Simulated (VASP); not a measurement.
MnO2:

```xyz
6
Lattice="4.3960 0.0000 0.0000 0.0000 4.3960 0.0000 0.0000 0.0000 2.8710" Properties=species:S:1:pos:R:3 pbc="T T T"
Mn    0.0000    0.0000    0.0000
Mn    2.1980    2.1980    1.4355
O     1.3276    1.3276    0.0000
O     0.8704    3.5256    1.4355
O     3.0684    3.0684    0.0000
O     3.5256    0.8704    1.4355
```

Base run:

```yaml
Program: VASP 6.6.1
Functional: PBE
Potentials_or_basis: VASP PAW PBE potentials, release 64 (Mn_pv, O)
Cutoff: 520 eV
k_mesh: 5 × 5 × 8
Occupations: fermi-dirac, width 0.05 eV
Spin: collinear spin, typed start
Starting_moments: "[4.5, 0.0, 0.0, 0.0, 0.0, 0.0] μB"
```

Its results: band gap on the k mesh none (metal or under the smearing width); pressure -0.3 GPa; net moment -3.07 μB per cell; site moments Mn -2.44, -0.45; O -0.03, -0.02 μB; largest force 0.681 eV/Å.

The run is repeated on the same cell with these changes: moments at the start from [4.5, 0.0, 0.0, 0.0, 0.0, 0.0] to [0.45, 0.45, 0.0, 0.0, 0.0, 0.0]. What comes out?

Band gap on the k mesh none (metal or under the smearing width); pressure 6.3 GPa; net moment 5.98 μB per cell; site moments Mn +2.69; O +0.10 μB; largest force 0.450 eV/Å.

Caveats: semilocal functionals often make such compounds metallic where correlation or magnetic order opens a gap, which also shifts bond lengths.
